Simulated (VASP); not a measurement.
Calculation: RPBE GGA, VASP's PBE PAW potentials (set 64) (plane waves; VASP).

A VASP calculation is set up with these files.

### POSCAR
```
Co
1
    1.2822294826    -2.2208868534     0.0000000000
    1.2822294826     2.2208868534     0.0000000000
    0.0000000000     0.0000000000     4.1505406487
Co
2
Direct
  0.3333330000   0.6666670000   0.2500000000
  0.6666670000   0.3333330000   0.7500000000
```

**KPOINTS**
```
Automatic
0
gamma
 17 17 9
0 0 0
```

### INCAR
```
# general
SYSTEM  = Co
PREC    = Accurate
ENCUT   = 520   # plane-wave cut-off (eV)
LREAL   = .False.   # projection in real space or not
LASPH   = .True.

# electronic loop
EDIFF   = 1E-7   # SCF stop (eV)
NELM    = 100
ALGO    = Normal
LMAXMIX = 4

# smearing
ISMEAR  = 1
SIGMA   = 0.1   # width (eV)

# functional
GGA     = RP   # RPBE

# spin
ISPIN   = 2   # spin-polarised
MAGMOM  = 2*1.7

# ions
IBRION  = 2   # conjugate gradients
NSW     = 30   # most ionic steps
ISIF    = 4   # ions and shape, fixed volume
EDIFFG  = -0.01

# output
LWAVE   = .False.
LCHARG  = .False.
LORBIT  = 10
```

POTCAR, in this order: Co (PBE.64 set). Program: vasp_std.

Output of the run:

File OUTCAR:
```
 ion  position               nearest neighbor table
   1  0.333  0.667  0.250-   2 2.55   2 2.55   2 2.55   2 2.55   2 2.55   2 2.55
   2  0.667  0.333  0.750-   1 2.55   1 2.55   1 2.55   1 2.55   1 2.55   1 2.55
  LATTYP: Found a hexagonal cell.
 ALAT       =     2.5644591753
 C/A-ratio  =     1.6184857567
 Subroutine PRICEL returns:
 Original cell was already a primitive cell.
 Subroutine GETGRP returns: Found 24 space group operations
The static configuration has the point symmetry D_3d.
 The point group associated with its full space group is D_6h.
The dynamic configuration has the point symmetry D_3d.
The overall configuration has the point symmetry D_3d.
 Subroutine INISYM returns: Found 24 space group operations
 Subroutine IBZKPT returns following result:
 Found    165 irreducible k-points:

 Following reciprocal coordinates:
            Coordinates               Weight
  0.000000  0.000000  0.000000      1.000000
  0.058824  0.000000  0.000000      6.000000
  0.117647  0.000000  0.000000      6.000000
  0.176471  0.000000  0.000000      6.000000
  0.235294  0.000000  0.000000      6.000000
  0.294118  0.000000  0.000000      6.000000
  0.352941  0.000000  0.000000      6.000000
  0.411765  0.000000  0.000000      6.000000
  0.470588  0.000000  0.000000      6.000000
  0.058824  0.058824  0.000000      6.000000
  0.117647  0.058824  0.000000     12.000000
  0.176471  0.058824  0.000000     12.000000
  0.235294  0.058824  0.000000     12.000000
  0.294118  0.058824  0.000000     12.000000
  0.352941  0.058824  0.000000     12.000000
  0.411765  0.058824  0.000000     12.000000
  0.470588  0.058824  0.000000      6.000000
  0.117647  0.117647  0.000000      6.000000
  0.176471  0.117647  0.000000     12.000000
  0.235294  0.117647  0.000000     12.000000
  0.294118  0.117647  0.000000     12.000000
...
```

### OSZICAR
```
       N       E                     dE             d eps       ncg     rms          rms(c)
DAV:   1     0.805871025845E+02    0.80587E+02   -0.83613E+03 10100   0.156E+03
DAV:   2    -0.127905272063E+02   -0.93378E+02   -0.86499E+02  9935   0.252E+02
DAV:   3    -0.148940602854E+02   -0.21035E+01   -0.20498E+01 11909   0.543E+01
DAV:   4    -0.149244853068E+02   -0.30425E-01   -0.30419E-01 14422   0.500E+00
DAV:   5    -0.149247351299E+02   -0.24982E-03   -0.24981E-03 12219   0.426E-01    0.136E+01
DAV:   6    -0.135128182436E+02    0.14119E+01   -0.14651E+01 10488   0.757E+01    0.787E+00
DAV:   7    -0.130122184186E+02    0.50060E+00   -0.21686E+00 10775   0.285E+01    0.370E+00
DAV:   8    -0.130008752630E+02    0.11343E-01   -0.23037E-02 13634   0.165E+00    0.167E+00
DAV:   9    -0.129874223555E+02    0.13453E-01   -0.65675E-03 14705   0.138E+00    0.509E-01
DAV:  10    -0.129873261146E+02    0.96241E-04   -0.34342E-03 13389   0.794E-01    0.149E-01
DAV:  11    -0.129874767018E+02   -0.15059E-03   -0.19806E-04 13448   0.177E-01    0.444E-02
DAV:  12    -0.129874801102E+02   -0.34084E-05   -0.77146E-06 13162   0.309E-02    0.188E-02
DAV:  13    -0.129874807284E+02   -0.61822E-06   -0.20031E-06 13873   0.191E-02    0.215E-03
DAV:  14    -0.129874807527E+02   -0.24233E-07   -0.23159E-07 10976   0.484E-03
   1 F= -.12987481E+02 E0= -.12987632E+02  d E =-.129875E+02  mag=     3.3238
       N       E                     dE             d eps       ncg     rms          rms(c)
DAV:   1    -0.129875495476E+02   -0.68819E-04   -0.20030E-03 10992   0.384E-01    0.498E-02
DAV:   2    -0.129875075525E+02    0.41995E-04   -0.29871E-05 13684   0.101E-01    0.258E-02
DAV:   3    -0.129874940964E+02    0.13456E-04   -0.21461E-05 11848   0.522E-02    0.789E-03
DAV:   4    -0.129874944469E+02   -0.35051E-06   -0.17281E-06 11656   0.197E-02    0.196E-03
DAV:   5    -0.129874942966E+02    0.15037E-06   -0.10066E-07  5679   0.596E-03    0.129E-03
DAV:   6    -0.129874942104E+02    0.86166E-07   -0.60663E-08  5433   0.301E-03
   2 F= -.12987494E+02 E0= -.12987655E+02  d E =-.134577E-04  mag=     3.3230
```

**OUTCAR**
```
------------------------ aborting loop because EDIFF is reached ----------------------------------------
  FORCE on cell =-STRESS in cart. coord.  units (eV):
  Direction    XX          YY          ZZ          XY          YZ          ZX
  --------------------------------------------------------------------------------------
  Total       -1.4756978     -1.4756981     -1.4844417     -0.0000000      0.0000000     -0.0000000
  in kB     -100.0186855   -100.0187058   -100.6113274     -0.0000000      0.0000000     -0.0000000
  external PRESSURE =    -100.2162395 kB  Pullay stress =       0.0000000 kB
  volume of cell :       23.64
      direct lattice vectors                 reciprocal lattice vectors
     1.282611667 -2.221548799 -0.000000000     0.389829605 -0.225068205  0.000000000
     1.282611667  2.221548799  0.000000000     0.389829605  0.225068205 -0.000000000
     0.000000000  0.000000000  4.148067546     0.000000000 -0.000000000  0.241076113
 POSITION                                       TOTAL-FORCE (eV/Angst)
 -----------------------------------------------------------------------------------
      1.28261      0.74052      1.03702        -0.000000      0.000000      0.000000
      1.28261     -0.74052      3.11105         0.000000     -0.000000      0.000000
 -----------------------------------------------------------------------------------
    total drift:                                0.000000      0.000009     -0.000028
  FREE ENERGIE OF THE ION-ELECTRON SYSTEM (eV)
  ---------------------------------------------------
  free  energy   TOTEN  =       -12.9874942104 eV

  energy  without entropy=      -12.9879756664  energy(sigma->0) =      -12.98765470

 total charge

# of ion       s       p       d       tot
------------------------------------------
    1        0.456   0.452   7.212   8.120
    2        0.456   0.452   7.212   8.120
--------------------------------------------------
tot          0.912   0.904  14.424  16.240

 magnetization (x)

# of ion       s       p       d       tot
------------------------------------------
    1       -0.016  -0.059   1.779   1.705
    2       -0.016  -0.059   1.779   1.705
--------------------------------------------------
tot         -0.031  -0.117   3.558   3.410

 reached required accuracy - stopping structural energy minimisation
```
(Selected blocks of OUTCAR.)

File CONTCAR:
```
Co
   1.00000000000000
     1.2826116670681000   -2.2215487992331440   -0.0000000000000000
     1.2826116670681000    2.2215487992331440    0.0000000000000000
     0.0000000000000000    0.0000000000000000    4.1480675458362812
  Co
     2
Direct
     0.3333330000000032    0.6666669999999968    0.2500000000000000
     0.6666669999999968    0.3333330000000032    0.7500000000000000
```

The compound is Co in the hcp structure. This cell is one point of a volume scan, at 1.06 of the reference volume. Symmetry was kept, so distortions that lower it aren't found.
